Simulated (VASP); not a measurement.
These are LDA (Ceperley-Alder, Perdew-Zunger), VASP's LDA PAW potentials (set 64) (plane waves; VASP) values and carry that method's errors.

The input files of a VASP run:

**POSCAR**
```
Si2Ni
1
    0.0000000000     2.6756556382     2.6756556382
    2.6756556382     0.0000000000     2.6756556382
    2.6756556382     2.6756556382    -0.0000000000
Si Ni
2 1
Direct
  0.2500000000   0.2500000000   0.2500000000
  0.7500000000   0.7500000000   0.7500000000
  0.0000000000   0.0000000000   0.0000000000
```

**KPOINTS**
```
K-points
0
G
  9 9 9
0 0 0
```

**INCAR**
```
SYSTEM=Si2Ni
PREC=Accurate; ENCUT=400; LREAL=.False.
LASPH=.True.
EDIFF=1E-6; NELM=100; ALGO=Normal
LMAXMIX=4
ISMEAR=1; SIGMA=0.1
IBRION=2; NSW=60; ISIF=3
EDIFFG=-0.02
LWAVE=.False.; LCHARG=.False.
```

POTCAR, in this order: Si Ni (LDA.64 set). Program: vasp_std.

Question: What will the output report for the number of irreducible k-points (NKPTS), number of bands (NBANDS), largest plane-wave count, number of space-group operations, FFT grid (NGX, NGY, NGZ)?

Answer: 
The number of irreducible k-points (NKPTS) is 35. The number of bands (NBANDS) is 13 and the largest plane-wave count is 725. The number of space-group operations comes out as 48 and the FFT grid (NGX, NGY, NGZ) is 28 × 28 × 28.

The structure comes from a computed database's Si2Ni entry (Fm-3m); how it stands against other phases isn't given here. This run relaxes it. Symmetry was kept, so distortions that lower it aren't found. The start is the result of an earlier pass. The run is not spin-polarised, so no magnetic state was tried.
